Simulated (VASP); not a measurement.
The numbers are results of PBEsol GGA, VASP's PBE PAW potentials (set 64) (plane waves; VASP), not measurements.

The input files of a VASP run:

### INCAR
```
# general
SYSTEM   =  Os
PREC     =  Accurate
ENCUT    =  480
LREAL    =  .False.
LASPH    =  .True.

# electronic loop
EDIFF    =  1E-7
NELM     =  100
ALGO     =  Normal
LMAXMIX  =  6

# smearing
ISMEAR   =  1
SIGMA    =  0.1

# functional
GGA      =  PS

# ions
ISIF     =  2

# output
LWAVE    =  .False.
LCHARG   =  .False.
```

POSCAR:
```
Os
1
    1.3859711367    -2.3650956341     0.0000000000
    1.3859711367     2.3650956341     0.0000000000
    0.0000000000     0.0000000000     4.3062269485
Os
2
Direct
  0.3333330000   0.6666670000   0.2500000000
  0.6666670000   0.3333330000   0.7500000000
```

File KPOINTS:
```
Automatic mesh
0
Gamma
14 14 8
0 0 0
```

POTCAR, in this order: Os (PBE.64 set). Program: vasp_std.

Unless said otherwise, spin-orbit coupling is left out, though it shifts the bands of the heavy elements here.

**Question.** What does the run give for the energy per atom (σ→0), pressure, largest force, band gap (on the k-mesh)?

**Answer.** 
```
Quantity                                                    Result
------------------------  ----------------------------------------
energy per atom (σ→0)                              -12.232 eV/atom
band gap (on the k-mesh)  none (metal, semimetal or under 0.01 eV)
pressure                                                 -6.09 GPa
largest force                                           0.071 eV/Å
```

**OSZICAR**
```
...
DAV:   8    -0.244676012886E+02    0.69051E-02   -0.79916E-03  6980   0.739E-01    0.279E-01
DAV:   9    -0.244652307360E+02    0.23706E-02   -0.14283E-03  7468   0.468E-01    0.603E-02
DAV:  10    -0.244652649644E+02   -0.34228E-04   -0.58369E-05  7536   0.789E-02    0.111E-02
DAV:  11    -0.244652357083E+02    0.29256E-04   -0.74426E-06  7064   0.321E-02    0.123E-03
DAV:  12    -0.244652352658E+02    0.44249E-06   -0.16298E-07  6328   0.428E-03    0.865E-04
DAV:  13    -0.244652351458E+02    0.12004E-06   -0.10121E-08  3648   0.100E-03    0.188E-04
DAV:  14    -0.244652351281E+02    0.17685E-07   -0.18839E-09  3536   0.470E-04
   1 F= -.24465235E+02 E0= -.24464950E+02  d E =-.854575E-03
```

The compound is Os in the hcp structure. This cell was strained or had an atom moved on purpose.
